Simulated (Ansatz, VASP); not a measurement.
**AlIn3Sb2 in VASP and in Ansatz**

The input INCAR:

```
SYSTEM = AlIn3Sb2
ALGO = Normal ; EDIFF = 1E-6
ENCUT = 520 ; GGA = PE
ISIF = 2 ; ISMEAR = 0
LASPH = .TRUE. ; LCHARG = .TRUE.
LELF = .TRUE. ; LREAL = .FALSE.
LVHAR = .TRUE. ; LWAVE = .FALSE.
NBANDS = 35 ; NELM = 80
PREC = Accurate ; SIGMA = 0.1
```

The input KPOINTS:

```
k-points
0
G
  3 3 4
  0 0 0
```

File POSCAR:

```
AlIn3Sb2
1.0
    6.1508802000      0.0000000000      0.0000000000
   -3.0754401000      5.3268185100      0.0000000000
    0.0000000000      0.0000000000      4.3201909700
Al In Sb
1 3 2
Direct
    0.0000000000      0.0000000000      0.8888130200
    0.5000000000      0.5000000000      0.4595159900
    0.5000000000      0.0000000000      0.4595159900
    0.0000000000      0.5000000000      0.4595159900
    0.6666666700      0.3333333300      0.9631379800
    0.3333333300      0.6666666700      0.9631379800
```

Input for Ansatz:

```yaml
crystal:
  lattice:
    - [6.1508802, 0.0, 0.0]
    - [-3.0754401, 5.32681851, 0.0]
    - [0.0, 0.0, 4.32019097]
  atoms:
    - { symbol: Al, position: [0.0, 0.0, 0.88881302] }
    - { symbol: In, position: [0.5, 0.5, 0.45951599] }
    - { symbol: In, position: [0.5, 0.0, 0.45951599] }
    - { symbol: In, position: [0.0, 0.5, 0.45951599] }
    - { symbol: Sb, position: [0.66666667, 0.33333333, 0.96313798] }
    - { symbol: Sb, position: [0.33333333, 0.66666667, 0.96313798] }
basis:
  ecutwfc: 420
kpoints:
  mp_grid: { grid: [3, 3, 4] }
hamiltonian:
  xc: pbe
scf:
  occupations: { method: gaussian, width: 0.1 }
  lower_state_search: "off"
output:
  forces: true
  stress: true
  eigenvalues: true
```

Change from the starting cell: species swapped into the ErCo3Ge2 type (P6mm, No. 183).

Alike in both runs: task single point; functional PBE; k mesh 3 × 3 × 4; occupations gaussian, width 0.1 eV; no spin polarisation.

```csv
,VASP,Ansatz
version,VASP 6.6.1,Ansatz 0.2.0
potentials or method,"VASP PAW PBE potentials, release 64 (Al, In_d, Sb)","scalar-relativistic, plane waves, PAW"
plane-wave cutoff (eV),520,420
valence electrons in the cell,52,72
```

```csv
,VASP,Ansatz,Ansatz less VASP
gap on the k mesh at the Fermi level (eV),none,none,-
pressure (GPa),20.5,20.5,-0.03
largest component of the traceless stress (GPa),7.41,7.34,-0.073
rms of the force components (eV/Å),0.102,0.100,-0.0020
```

Atom by atom the forces differ by 0.002 eV/Å (rms over components). A gap of «none» marks a metal or a gap that the smearing closes. The functional is the same, so the differences come from potentials, cutoffs and numerics. The two sets of potentials don't hold the same shells in valence.

Caveats: the k mesh is coarse (spacing up to 0.39 Å⁻¹), so the values aren't converged; so large a pressure means that the cell lies far from this level's equilibrium, or that cutoff or potentials fall short (VASP). The runs have no spin-orbit coupling, so splittings on Sb are missing.
